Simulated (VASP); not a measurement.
**ZnAg: accuracy against cost in the PAW data sets and k-mesh**

A convergence test on ZnAg: the PAW data sets and k-mesh. The atoms are off their equilibrium sites, so that forces can be compared too. The series runs use r2SCAN. The PAW data sets tried: minimal 64: Zn Ag; recommended 54: Zn Ag; semicore 64: Zn Ag_pv; gw 64: Zn_sv_GW Ag_sv_GW. The k-mesh tried: 2 2 2; 3 3 3; 4 4 4; 5 5 5; 6 6 6; 8 8 8; 10 10 10; 13 13 13. The atoms of the start are displaced at random from the sites of a Pm-3m cell.

Calculated with VASP 6.6.1; r2SCAN; plane waves and PAW (Zn, Ag), in the first sound run; inputs show where later runs differ.

Most raw output is cut from this account.

**1. The structure**

It takes space group Cm (No. 8, monoclinic). That holds within 0.01 Å; VASP, at its tighter tolerance, finds 1 operation. Conventional cell: a = 4.463 Å, b = 4.463 Å, c = 3.156 Å, α = 90.00°, β = 90.00°, γ = 90.00°. Nearest to Zn lie 8 Ag at 2.65 to 2.81 Å. Nearest to Ag lie 8 Zn at 2.65 to 2.81 Å. Farther neighbours are not listed.

Coordinates:

```xyz
2
Lattice="3.1560 0.0000 0.0000 0.0000 3.1560 0.0000 0.0000 0.0000 3.1560" Properties=species:S:1:pos:R:3 pbc="T T T"
Zn    1.5492    1.5829    1.6266
Ag    0.0324    0.0196   -0.0122
```

**2. PAW data sets: minimal 64: Zn Ag**

Data sets differ in which electrons are valence and how hard the partial waves are. r2SCAN adds the kinetic-energy density, costs more than a GGA and is run with LASPH.

The input, INCAR:

```
SYSTEM = ZnAg
PREC = Accurate
ENCUT = 400
EDIFF = 1E-06
NELM = 100
ISMEAR = -1
SIGMA = 0.05
LREAL = .FALSE.
ALGO = Normal
METAGGA = R2SCAN
LASPH = .TRUE.
NBANDS = 17
LORBIT = 11
LWAVE = .FALSE.
LCHARG = .FALSE.
KPAR = 2
ISIF = 2
```

The input, POSCAR:

```
ZnAg
1.0
    3.1560000000      0.0000000000      0.0000000000
    0.0000000000      3.1560000000      0.0000000000
    0.0000000000      0.0000000000      3.1560000000
Zn Ag
1 1
Direct
    0.4908640000      0.5015670000      0.5154050000
    0.0102620000      0.0062040000     -0.0038610000
```

The input, KPOINTS:

```
Automatic mesh
0
Gamma
8 8 8
0 0 0
```

Potentials, in the order of the species: Zn and Ag (PBE family, release 64).

Run with:

```console
> mpirun -np 2 vasp_std
```

Run time: 49 s. Hardware: 2 MPI ranks of Intel Xeon 6975P-C (Granite Rapids), shared host; peak memory 0.42 GiB; 96 s of CPU time.

This run has no spin polarisation. Its electron count is odd, so without a moment it is a metal by construction. The k-mesh is coarse for a metal. The PAW data sets were made with PBE, which is usual practice but a small mismatch for other functionals.

Numbers from this step:

| Item | Value |
| --- | --- |
| SCF cycles | 14 |
| electrons | 23 |
| bands | 17 |
| irreducible k-points | 260 |
| symmetry operations | 1 |
| free energy (TOTEN) | -30.32 eV |
| energy at zero smearing | -30.32 eV |
| Fermi energy | 6.053 eV |
| pressure | -1.205 GPa |
| metallic | yes |

The series starts at -15.1587 eV an atom and -1.20 GPa, after 14 cycles in 49 s.

**3. PAW data sets: recommended 54: Zn Ag**

INCAR is that of step 2.

POSCAR is that of step 2.

KPOINTS is that of step 2.

PAW data sets: Zn and Ag (PBE family, release 54).

Run with:

```console
> mpirun -np 2 vasp_std
```

The job ended after 48 s (2 MPI ranks; peak memory 0.43 GiB).

With 23 valence electrons the pressure is -1.20 GPa, +0.00 GPa from the first of the series, after 14 cycles in 48 s.

**4. PAW data sets: semicore 64: Zn Ag pv**

This step: r2SCAN; plane waves and PAW (Zn, Ag_pv) (VASP 6.6.1).

Edit INCAR of step 3 so:

```diff
@@ -11,3 +11,3 @@
 LASPH = .TRUE.
-NBANDS = 17
+NBANDS = 20
 LORBIT = 11
```

POSCAR is that of step 3.

KPOINTS is that of step 3.

PAW data sets: Zn and Ag_pv (PBE family, release 64).

Run with:

```console
> mpirun -np 2 vasp_std
```

Wall time 59 s (2 MPI ranks); peak memory 0.44 GiB; 1.9 min of CPU time.

With 29 valence electrons the pressure is -1.62 GPa, -0.41 GPa from the first of the series, after 15 cycles in 59 s.

**5. PAW data sets: GW 64: Zn sv GW Ag sv GW**

This step: r2SCAN; plane waves and PAW (Zn_sv_GW, Ag_sv_GW) (VASP 6.6.1).

Edit INCAR of step 4 so:

```diff
@@ -2,3 +2,3 @@
 PREC = Accurate
-ENCUT = 400
+ENCUT = 530
 EDIFF = 1E-06
@@ -11,3 +11,3 @@
 LASPH = .TRUE.
-NBANDS = 20
+NBANDS = 25
 LORBIT = 11
```

POSCAR is that of step 4.

KPOINTS is that of step 4.

The projector-augmented-wave data sets are Zn_sv_GW and Ag_sv_GW (PBE family, release 64).

Run with:

```console
> mpirun -np 2 vasp_std
```

Wall time 1.7 min (2 MPI ranks); peak memory 0.78 GiB; 3.4 min of CPU time.

With 39 valence electrons the pressure is -4.35 GPa, -3.14 GPa from the first of the series, after 16 cycles in 1.7 min.

**6. The PAW data sets series as a table**

This step: convergence of r2SCAN results with the datasets; plane waves and PAW (VASP 6.6.1).

This step runs nothing: it gathers the runs above.

Differences are taken from the run with minimal 64: Zn Ag. Results of the series, by row:

```
                         setting     status  pressure (GPa)  largest force difference (meV/Å)  SCF cycles  wall time (s)
       minimal 64: Zn Ag, 400 eV  converged          -1.205                                 0          14             49
   recommended 54: Zn Ag, 400 eV  converged          -1.205                                 0          14             48
   semicore 64: Zn Ag_pv, 400 eV  converged          -1.618                             0.668          15             59
gw 64: Zn_sv_GW Ag_sv_GW, 530 eV  converged          -4.347                             43.73          16            103
```

**7. K-mesh: 2 2 2**

This step: r2SCAN; plane waves and PAW (Zn, Ag) (VASP 6.6.1).

The sum over the zone converges with the mesh, fast for insulators and slowly for metals.

The input, INCAR:

```
SYSTEM = ZnAg
PREC = Accurate
ENCUT = 400
EDIFF = 1E-06
NELM = 100
ISMEAR = -1
SIGMA = 0.05
LREAL = .FALSE.
ALGO = Normal
METAGGA = R2SCAN
LASPH = .TRUE.
NBANDS = 17
LORBIT = 11
LWAVE = .FALSE.
LCHARG = .FALSE.
NCORE = 2
ISIF = 2
```

POSCAR is that of step 5.

The input, KPOINTS:

```
Automatic mesh
0
Gamma
2 2 2
0 0 0
```

PAW data sets: Zn and Ag (PBE family, release 64).

Run with:

```console
> mpirun -np 2 vasp_std
```

Wall time 5.2 s (2 MPI ranks); peak memory 0.24 GiB.

Numbers from this step:

```yaml
scf_cycles: 15
electrons: 23
bands: 17
irreducible_k_points: 8
free_energy_toten: -30.08 eV
energy_at_zero_smearing: -30.07 eV
fermi_energy: 4.632 eV
pressure: -5.152 GPa
```

The series starts at -15.0335 eV an atom and -5.15 GPa, after 15 cycles in 5.2 s.

**8. K-mesh: 3 3 3**

Edit INCAR of step 7 so:

```diff
@@ -15,3 +15,3 @@
 LCHARG = .FALSE.
-NCORE = 2
+KPAR = 2
 ISIF = 2
```

POSCAR is that of step 7.

The input, KPOINTS:

```
Automatic mesh
0
Gamma
3 3 3
0 0 0
```

Run with:

```console
> mpirun -np 2 vasp_std
```

Elapsed: 6.8 s, on 2 MPI ranks; peak memory 0.26 GiB.

Against the run before the energy moves by +47.42 meV an atom and the pressure by +3.45 GPa, after 16 cycles in 6.8 s.

**9. K-mesh: 4 4 4**

INCAR is that of step 8.

POSCAR is that of step 8.

The input, KPOINTS:

```
Automatic mesh
0
Gamma
4 4 4
0 0 0
```

Run with:

```console
> mpirun -np 2 vasp_std
```

Wall time 11 s (2 MPI ranks); peak memory 0.27 GiB.

Against the run before the energy moves by -187.41 meV an atom and the pressure by -0.74 GPa, after 15 cycles in 11 s.

**10. K-mesh: 5 5 5**

INCAR is that of step 9.

POSCAR is that of step 9.

The input, KPOINTS:

```
Automatic mesh
0
Gamma
5 5 5
0 0 0
```

Run with:

```console
> mpirun -np 2 vasp_std
```

Elapsed: 15 s, on 2 MPI ranks; peak memory 0.29 GiB; 28 s of CPU time.

Against the run before the energy moves by +14.17 meV an atom and the pressure by +1.67 GPa, after 14 cycles in 15 s.

**11. K-mesh: 6 6 6**

INCAR is that of step 10.

POSCAR is that of step 10.

The input, KPOINTS:

```
Automatic mesh
0
Gamma
6 6 6
0 0 0
```

Run with:

```console
> mpirun -np 2 vasp_std
```

Run time: 22 s. Hardware: 2 MPI ranks; peak memory 0.32 GiB.

Against the run before the energy moves by +46.48 meV an atom and the pressure by -0.10 GPa, after 13 cycles in 22 s.

**12. K-mesh: 8 8 8**

INCAR is that of step 11.

POSCAR is that of step 11.

The input, KPOINTS:

```
Automatic mesh
0
Gamma
8 8 8
0 0 0
```

Run with:

```console
> mpirun -np 2 vasp_std
```

Wall time 49 s (2 MPI ranks); peak memory 0.43 GiB.

Against the run before the energy moves by -45.86 meV an atom and the pressure by -0.33 GPa, after 14 cycles in 49 s.

**13. K-mesh: 10 10 10**

INCAR is that of step 12.

POSCAR is that of step 12.

The input, KPOINTS:

```
Automatic mesh
0
Gamma
10 10 10
0 0 0
```

Run with:

```console
> mpirun -np 2 vasp_std
```

Wall time 83 s (2 MPI ranks); peak memory 0.59 GiB; 2.7 min of CPU time.

Against the run before the energy moves by +10.10 meV an atom and the pressure by -0.25 GPa, after 13 cycles in 83 s.

**14. K-mesh: 13 13 13**

INCAR is that of step 13.

POSCAR is that of step 13.

The input, KPOINTS:

```
Automatic mesh
0
Gamma
13 13 13
0 0 0
```

Run with:

```console
> mpirun -np 2 vasp_std
```

It took 3.5 min on 2 MPI ranks; peak memory 1 GiB; 7 min of CPU time.

Against the run before the energy moves by -1.91 meV an atom and the pressure by +0.02 GPa, after 16 cycles in 3.5 min.

**15. The k-mesh series as a table**

This step: convergence of r2SCAN results with the mesh; plane waves and PAW (VASP 6.6.1).

This step runs nothing: it gathers the runs above.

Differences are taken from the run with 13 13 13. Results of the series, by row:

```
 setting     status  energy less the reference (meV/atom)  pressure (GPa)  largest force difference (meV/Å)  SCF cycles  wall time (s)
   2 2 2  converged                                   117          -5.152                             27.82          15            5.2
   3 3 3  converged                                 164.4          -1.703                              16.5          16            6.8
   4 4 4  converged                                -22.98          -2.442                             23.29          15             11
   5 5 5  converged                                -8.802         -0.7731                             2.081          14           14.8
   6 6 6  converged                                 37.67         -0.8764                             9.222          13             22
   8 8 8  converged                                -8.185          -1.205                             3.102          14             49
10 10 10  converged                                 1.911          -1.455                             0.373          13             83
13 13 13  converged                                     0          -1.437                                 0          16            211
```

**16. What came out**

* spread of the pressure over the PAW data sets: 3.14 GPa
* k-mesh from which the energy stays within 10 meV/atom of the reference: 8 8 8
* k-mesh from which the energy stays within 1 meV/atom of the reference: none before the reference itself
* k-mesh from which the pressure stays within 0.2 GPa of the reference: 10 10 10
* spread of the pressure over the k-mesh: 4.38 GPa
* spread of the energy over the k-mesh: 187 meV/atom

In words: The choice of data set moves the pressure between -4.35 GPa (gw 64: Zn_sv_GW Ag_sv_GW) and -1.20 GPa (minimal 64: Zn Ag); the cutoffs differ too (400 and 530 eV). No run before the reference (13 13 13) settles within 1 meV an atom of it; the nearest step is off by +1.9 meV an atom, -0.02 GPa, 0.4 meV/Å in forces. The pressure holds within 0.2 GPa from 10 10 10 on. The energy swings above and below the reference, since the sum over k-points is not variational. A metal's Fermi surface slows this convergence. Differences are taken from the run with 13 13 13, which is itself not the exact limit. Data sets differ in their zero of energy, so energies are not compared. The runs at 2 2 2; 3 3 3; 6 6 6 are over 30 meV an atom or 2 GPa off and describe the material poorly.

[Lines on the potential files, build, host, timing and source positions are cut from VASP's logs without a mark.]

[Logs are printed without paths, hosts, clocks, repeated set-up lines and the standing remarks that a program may print on its own settings, such as how far it seeks lower states.]

[Hosts, paths, dates, database ids (printed as entryN), source tags and the programs' standing remarks are cut or masked in the printed files.]

[A measured line is paired with the nearest computed mode of its activity, which favours agreement.]
